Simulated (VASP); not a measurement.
An input for Quantum ESPRESSO's pw.x (written as the equivalent of a VASP run, and not itself run):

```
&CONTROL
  calculation = 'vc-relax'
  pseudo_dir = './pseudo'
  outdir = './out'
  tprnfor = .true.
  tstress = .true.
  nstep = 40
  forc_conv_thr = 0.00078
/
&SYSTEM
  ibrav = 0
  nat = 3
  ntyp = 2
  ecutwfc = 84
  occupations = 'smearing'
  smearing = 'gaussian'
  degauss = 0.003675
  input_dft = 'pbesol'
/
&ELECTRONS
  conv_thr = 7.3e-08
  electron_maxstep = 100
/
&IONS
/
&CELL
  press = 50
/
ATOMIC_SPECIES
  Zr 91.224 Zr.upf
  O 15.999 O.upf
CELL_PARAMETERS angstrom
     0.0000000    2.5170015    2.5170015
     2.5170015   -0.0000000    2.5170015
     2.5170015    2.5170015   -0.0000000
ATOMIC_POSITIONS crystal
  Zr   0.0000000  0.0000000  0.0000000
  O    0.2500000  0.2500000  0.2500000
  O    0.7500000  0.7500000  0.7500000
K_POINTS automatic
  8 8 8 0 0 0
```

**Question.** Translate this input to VASP (INCAR, KPOINTS, POSCAR, choice of POTCAR).

**Answer.** One answer among several that fit: 
POSCAR:
```
ZrO2
1
    0.0000000000     2.5170015220     2.5170015220
    2.5170015220    -0.0000000000     2.5170015220
    2.5170015220     2.5170015220    -0.0000000000
Zr O
1 2
Direct
  0.0000000000   0.0000000000   0.0000000000
  0.2500000000   0.2500000000   0.2500000000
  0.7500000000   0.7500000000   0.7500000000
```

### KPOINTS
```
Regular mesh
0
G
 8 8 8
```

**INCAR**
```
# general
SYSTEM   =  ZrO2
PREC     =  Accurate
ENCUT    =  620
LREAL    =  .FALSE.
LASPH    =  .TRUE.

# electronic loop
EDIFF    =  1E-6
NELM     =  100
ALGO     =  Normal
LMAXMIX  =  4

# smearing
ISMEAR   =  0
SIGMA    =  0.05

# functional
GGA      =  PS

# ions
IBRION   =  2
NSW      =  40
ISIF     =  3
EDIFFG   =  -0.02
PSTRESS  =  50

# output
LWAVE    =  .FALSE.
LCHARG   =  .FALSE.
```

POTCAR, in this order: Zr_sv O (PBE.64 set). Program: vasp_std.

Limits of the translation: the potentials are each code's own (VASP's PAW set, PseudoDojo norm-conserving files in pw.x), so ENCUT and ecutwfc are chosen apart and not converted; conv_thr bounds pw.x's estimated SCF error, while EDIFF bounds the energy change between steps; forc_conv_thr acts on force components and is met together with etot_conv_thr.

The compound is ZrO2 in the fluorite structure, the high-temperature cubic form, which is unstable at 0 K; the monoclinic form is the stable one. It was relaxed first under an external pressure of 5 GPa.
